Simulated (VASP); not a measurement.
Here is the system:

```
CrO2
1.0
    4.42670     0.00000     0.00000
    0.00000     4.42670     0.00000
    0.00000     0.00000     2.92186
Cr O
2 4
Direct
  0.00000   0.00000   0.00000
  0.50000   0.50000   0.50000
  0.30295   0.30295   0.00000
  0.80295   0.19705   0.50000
  0.19705   0.80295   0.50000
  0.69705   0.69705   0.00000
```
Starting moments (μB, in the order of the record's atoms Cr Cr O O O O): 2.1 2.1 -0.1 -0.1 -0.1 -0.1.

Method: optB88-vdW, VASP's PBE PAW potentials (set 64) (plane waves; VASP). Numerical set-up: 520 eV cut-off, 8×8×12 Γ-centred mesh, tetrahedra with Blöchl corrections, potentials Cr_pv O.

The cores are frozen, which limits the accuracy of field gradients.

Problem. Give the principal components of the electric field gradient (V/Å²) and the asymmetry η at each nucleus.

Solution. 
| atom | Vxx | Vyy | Vzz | η |
|---|---|---|---|---|
| Cr1 | 28.7 | 15.6 | -44.3 | 0.30 |
| Cr2 | 28.7 | 15.6 | -44.3 | 0.30 |
| O3 | -20.4 | -3.5 | 24.0 | 0.71 |
| O4 | -20.4 | -3.5 | 24.0 | 0.71 |
| O5 | -20.4 | -3.5 | 24.0 | 0.71 |
| O6 | -20.4 | -3.5 | 24.0 | 0.71 |

The compound is CrO2 in the rutile structure. It was relaxed first.
